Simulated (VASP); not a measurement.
Level of theory: PBEsol GGA, VASP's PBE PAW potentials (set 64) (plane waves; VASP).

VASP input:

### POSCAR
```
CdSe
1.0
  0.0000000000   3.0465587006   3.0465587006
  3.0465587006   0.0000000000   3.0465587006
  3.0465587006   3.0465587006   0.0000000000
Cd Se
1 1
Cart
  0.0000000000   0.0000000000   0.0000000000
  4.5698380509   4.5698380509   4.5698380509
```

KPOINTS:
```
Automatic mesh
0
Gamma
7 7 7
0 0 0
```

### INCAR
```
# general
SYSTEM   =  CdSe
PREC     =  Accurate
ENCUT    =  480
LREAL    =  .FALSE.
LASPH    =  .TRUE.

# electronic loop
EDIFF    =  1E-6
NELM     =  100
ALGO     =  Normal
LMAXMIX  =  4

# smearing
ISMEAR   =  0
SIGMA    =  0.05

# functional
GGA      =  PS

# ions
IBRION   =  2
NSW      =  60
ISIF     =  3
EDIFFG   =  -0.01

# output
LWAVE    =  .FALSE.
LCHARG   =  .FALSE.
```

POTCAR, in this order: Cd Se (PBE.64 set). Program: vasp_std.

### Question
What will the output report for the number of irreducible k-points (NKPTS), largest plane-wave count, number of space-group operations, FFT grid (NGX, NGY, NGZ)?

### Answer

```yaml
number of irreducible k-points (NKPTS): 20
largest_plane_wave_count: 1363
number_of_space_group_operations: 24
FFT grid (NGX, NGY, NGZ): 32 × 32 × 32
```

The compound is CdSe in the zinc blende structure, whereas wurtzite is the usual form. It was relaxed first. The start is the result of an earlier pass.
